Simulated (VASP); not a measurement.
Calculation: PBEsol GGA, VASP's PBE PAW potentials (set 64) (plane waves; VASP 6.6.1).

VASP ran on this input.

File POSCAR:
```
Sr
4.1990380
  0.0000000000   0.7071067230   0.7071067230
  0.7071067230   0.0000000000   0.7071067230
  0.7071067230   0.7071067230   0.0000000000
Sr
1
Cart
  0.0000000000   0.0000000000   0.0000000000
```

**INCAR**
```
# general
SYSTEM  = Sr
PREC    = Accurate
ENCUT   = 300
LREAL   = .FALSE.
LASPH   = .TRUE.

# electronic loop
EDIFF   = 1E-6
NELM    = 100
ALGO    = Normal
LMAXMIX = 4

# smearing
ISMEAR  = 0
SIGMA   = 0.136

# functional
GGA     = PS

# ions
ISIF    = 2

# output
LWAVE   = .FALSE.
LCHARG  = .FALSE.
```

### KPOINTS
```
Automatic mesh
0
Gamma
8 8 8
0 0 0
```

POTCAR, in this order: Sr_sv (PBE.64 set). Program: vasp_std.

The run wrote:

### OSZICAR
```
       N       E                     dE             d eps       ncg     rms          rms(c)
DAV:   1     0.203495986829E+02    0.20350E+02   -0.38580E+03   538   0.644E+02
DAV:   2    -0.107407056715E+01   -0.21424E+02   -0.21137E+02   635   0.124E+02
DAV:   3    -0.183774696381E+01   -0.76368E+00   -0.76095E+00   724   0.178E+01
DAV:   4    -0.185621740459E+01   -0.18470E-01   -0.18466E-01   783   0.262E+00
DAV:   5    -0.185640368877E+01   -0.18628E-03   -0.18627E-03   779   0.177E-01    0.121E+01
DAV:   6    -0.185311245629E+01    0.32912E-02   -0.56771E-03   664   0.960E-01    0.684E+00
DAV:   7    -0.185107382186E+01    0.20386E-02   -0.10727E-02   848   0.121E+00    0.229E-01
DAV:   8    -0.185103352729E+01    0.40295E-04   -0.50222E-04   683   0.157E-01    0.553E-02
DAV:   9    -0.185105446910E+01   -0.20942E-04   -0.77731E-05   782   0.569E-02    0.290E-02
DAV:  10    -0.185105685792E+01   -0.23888E-05   -0.72912E-06   712   0.226E-02    0.613E-03
DAV:  11    -0.185105719631E+01   -0.33839E-06   -0.30265E-07   359   0.482E-03
   1 F= -.18510572E+01 E0= -.18475503E+01  d E =-.701380E-02
```

OUTCAR:
```
------------------------ aborting loop because EDIFF is reached ----------------------------------------
  FORCE on cell =-STRESS in cart. coord.  units (eV):
  Direction    XX          YY          ZZ          XY          YZ          ZX
  --------------------------------------------------------------------------------------
  Total       -0.0540062     -0.0540062     -0.0540062      0.0000000      0.0000000      0.0000000
  in kB       -1.6527977     -1.6527977     -1.6527977      0.0000000      0.0000000      0.0000000
  external PRESSURE =      -1.6527977 kB  Pullay stress =       0.0000000 kB
  volume of cell :       52.35
      direct lattice vectors                 reciprocal lattice vectors
     0.000000000  2.969168000  2.969168000    -0.168397342  0.168397342  0.168397342
     2.969168000  0.000000000  2.969168000     0.168397342 -0.168397342  0.168397342
     2.969168000  2.969168000  0.000000000     0.168397342  0.168397342 -0.168397342
 POSITION                                       TOTAL-FORCE (eV/Angst)
 -----------------------------------------------------------------------------------
      0.00000      0.00000      0.00000         0.000000      0.000000      0.000000
 -----------------------------------------------------------------------------------
    total drift:                               -0.000000      0.000000     -0.000000
  FREE ENERGIE OF THE ION-ELECTRON SYSTEM (eV)
  ---------------------------------------------------
  free  energy   TOTEN  =        -1.8510571963 eV

  energy  without entropy=       -1.8440433921  energy(sigma->0) =       -1.84755029
```
(Selected blocks of OUTCAR.)

At this cut-off the stress carries a Pulay error, which pulls relaxed volumes low.

The structure is a typed Sr crystal. The cell was not relaxed at this level. The run is one of a series of settings (GGA = PS against the base run), some of them coarse on purpose.
